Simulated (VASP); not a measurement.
Data:

```xyz
2
Lattice="0.0000 1.7767 1.7767 1.7767 0.0000 1.7767 1.7767 1.7767 0.0000" Properties=species:S:1:pos:R:3 pbc="T T T"
C      0.0000     0.0000     0.0000
C      0.8883     0.8883     0.8883
```

Level of theory: AM05 GGA, VASP's PBE PAW potentials (set 64) (plane waves; VASP). Settings: 520 eV cut-off, 14×14×14 Γ-centred mesh, tetrahedra with Blöchl corrections, potentials C.

### Question
Tabulate the total density of states (states/eV per cell) against energy (eV; zero at the valence-band maximum or, without a gap, the Fermi level).

### Answer

| E (eV) | DOS (states/eV) |
|---|---|
| -9.92 | 0.27 |
| -9.68 | 0.25 |
| -9.32 | 0.33 |
| -9.08 | 0.41 |
| -8.72 | 0.57 |
| -8.48 | 0.51 |
| -8.12 | 0.51 |
| -7.88 | 0.52 |
| -7.52 | 0.53 |
| -7.28 | 0.56 |
| -6.92 | 0.61 |
| -6.68 | 0.67 |
| -6.44 | 0.75 |
| -6.08 | 0.77 |
| -5.84 | 0.78 |
| -5.48 | 0.74 |
| -5.24 | 0.72 |
| -4.88 | 0.72 |
| -4.64 | 0.70 |
| -4.28 | 0.69 |
| -4.04 | 0.69 |
| -3.68 | 0.65 |
| -3.44 | 0.65 |
| -3.08 | 0.62 |
| -2.84 | 0.53 |
| -2.60 | 0.42 |
| -2.24 | 0.34 |
| -2.00 | 0.28 |
| -1.64 | 0.23 |
| -1.40 | 0.20 |
| -1.04 | 0.15 |
| -0.80 | 0.12 |
| -0.44 | 0.07 |
| -0.20 | 0.03 |
| 0.16 | 0.00 |
| 0.40 | 0.00 |
| 0.64 | 0.00 |
| 1.00 | 0.00 |
| 1.24 | 0.00 |
| 1.60 | 0.00 |
| 1.84 | 0.00 |
| 2.20 | 0.00 |
| 2.44 | 0.00 |
| 2.80 | 0.00 |
| 3.04 | 0.00 |
| 3.40 | 0.00 |
| 3.64 | 0.00 |
| 4.00 | 0.00 |
| 4.24 | 0.04 |
| 4.48 | 0.12 |
| 4.84 | 0.21 |
| 5.08 | 0.26 |
| 5.44 | 0.37 |
| 5.68 | 0.44 |
| 6.04 | 0.48 |
| 6.28 | 0.52 |
| 6.64 | 0.57 |
| 6.88 | 0.61 |
| 7.24 | 0.70 |
| 7.48 | 0.78 |
Within 2 eV below the valence-band maximum the largest weight inside VASP's projection spheres is C p.

The compound is C in the diamond structure. It was relaxed first.
